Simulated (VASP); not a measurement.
An input for Quantum ESPRESSO's pw.x (written as the equivalent of a VASP run, and not itself run):

```
&CONTROL
  calculation = 'scf'
  pseudo_dir = './pseudo'
  outdir = './out'
  tprnfor = .true.
  tstress = .true.
/
&SYSTEM
  ibrav = 0
  nat = 5
  ntyp = 3
  ecutwfc = 84
  occupations = 'smearing'
  smearing = 'fermi-dirac'
  degauss = 0.003675
  input_dft = 'pbesol'
/
&ELECTRONS
  conv_thr = 7.3e-08
  electron_maxstep = 100
/
ATOMIC_SPECIES
  Sr 87.620 Sr.upf
  V 50.941 V.upf
  O 15.999 O.upf
CELL_PARAMETERS angstrom
     3.8400000    0.0000000    0.0000000
     0.0000000    3.8400000    0.0000000
     0.0000000    0.0000000    3.8400000
ATOMIC_POSITIONS crystal
  Sr   0.0011450 -0.0152460  0.0187860
  V    0.4861810  0.5113390  0.5016580
  O    0.4666940  0.0037780  0.4848350
  O    0.0298700  0.4967030  0.4984820
  O    0.5161090  0.5034260 -0.0037610
K_POINTS automatic
  4 4 4 0 0 0
```

### Question
Translate this input to VASP (INCAR, KPOINTS, POSCAR, choice of POTCAR).

### Answer
One answer among several that fit: 
**INCAR**
```
! general
SYSTEM =SrVO3
PREC   =Accurate
ENCUT  =400   ! plane-wave cut-off (eV)
LREAL  =.FALSE.   ! projection in real space or not
LASPH  =.TRUE.

! electronic loop
EDIFF  =1E-6
NELM   =100   ! most electronic steps
ALGO   =Normal   ! blocked Davidson
LMAXMIX=4   ! l cut-off of mixed one-centre charges

! smearing
ISMEAR =-1
SIGMA  =0.05   ! width (eV)

! functional
GGA    =PS

! ions
ISIF   =2   ! forces and stress, cell fixed

! output
LWAVE  =.FALSE.
LCHARG =.FALSE.
```

**KPOINTS**
```
Automatic mesh
0
Gamma
4 4 4
0 0 0
```

### POSCAR
```
SrVO3
1
    3.8400000000     0.0000000000     0.0000000000
    0.0000000000     3.8400000000     0.0000000000
    0.0000000000     0.0000000000     3.8400000000
Sr V O
1 1 3
Direct
  0.0011450000  -0.0152460000   0.0187860000
  0.4861810000   0.5113390000   0.5016580000
  0.4666940000   0.0037780000   0.4848350000
  0.0298700000   0.4967030000   0.4984820000
  0.5161090000   0.5034260000  -0.0037610000
```

POTCAR, in this order: Sr_sv V_sv O (PBE.64 set). Program: vasp_std.

The two are equivalent in intent, not identical: the potentials are each code's own (VASP's PAW set, PseudoDojo norm-conserving files in pw.x), so ENCUT and ecutwfc are chosen apart and not converted; conv_thr bounds pw.x's estimated SCF error, while EDIFF bounds the energy change between steps.

The structure is a typed SrVO3 crystal. The cell was not relaxed at this level, atoms are displaced from their ideal sites. The k-mesh is coarse (spacing up to 0.41 per Å, 2π included), so the numbers may not be converged in it.
